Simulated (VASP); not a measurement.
Crystal: Zr3PdSe4.

```
Zr Pd Se
1.0
     5.54000    0.00000    0.00000
     0.00000    5.54000    0.00000
     0.00000    0.00000    5.54000
Zr Pd Se
3 1 4
Direct
  0.50000 0.00000 0.50000
  0.50000 0.50000 0.00000
  0.00000 0.50000 0.50000
  0.00000 0.00000 0.00000
  0.50000 0.00000 0.00000
  0.00000 0.50000 0.00000
  0.00000 0.00000 0.50000
  0.50000 0.50000 0.50000
```

The cell was built by a generator and needn't be a form met in nature.

- Program: VASP 6.6.1
- Task: relaxation of cell and atoms
- Functional: PBE
- Potentials or basis: VASP PAW PBE potentials, release 64 (Zr_sv, Pd, Se)
- Cutoff: 520 eV
- k mesh: 3 × 3 × 3
- Occupations: gaussian, width 0.15 eV
- Spin: no spin polarisation

At the start: pressure -2.2 GPa; volume 21.25 Å³/atom.

Problem. How do energy, volume and symmetry change on relaxing?

Solution. Over 3 steps the energy falls by 3.2 meV/atom and the volume is 20.79 Å³/atom (-2.2 %); space group Pm-3m (No. 221, to 0.05 Å).

The path:
```
step  energy change (eV)  largest force (eV/Å)  pressure (GPa)  volume (Å³)
   1              0.0000                0.0000           -2.18       170.03
   2             -0.0043                0.0000            2.08       163.01
   3             -0.0260                0.0000           -0.06       166.34
```

Final structure:
```
Zr Pd Se
1.0
     5.49960    0.00000    0.00000
     0.00000    5.49960    0.00000
     0.00000    0.00000    5.49960
Zr Pd Se
3 1 4
Direct
  0.50000 0.00000 0.50000
  0.50000 0.50000 0.00000
  0.00000 0.50000 0.50000
  0.00000 0.00000 0.00000
  0.50000 0.00000 0.00000
  0.00000 0.50000 0.00000
  0.00000 0.00000 0.50000
  0.50000 0.50000 0.50000
```

Caveat: the k mesh is coarse (spacing up to 0.38 Å⁻¹), so the values aren't converged.
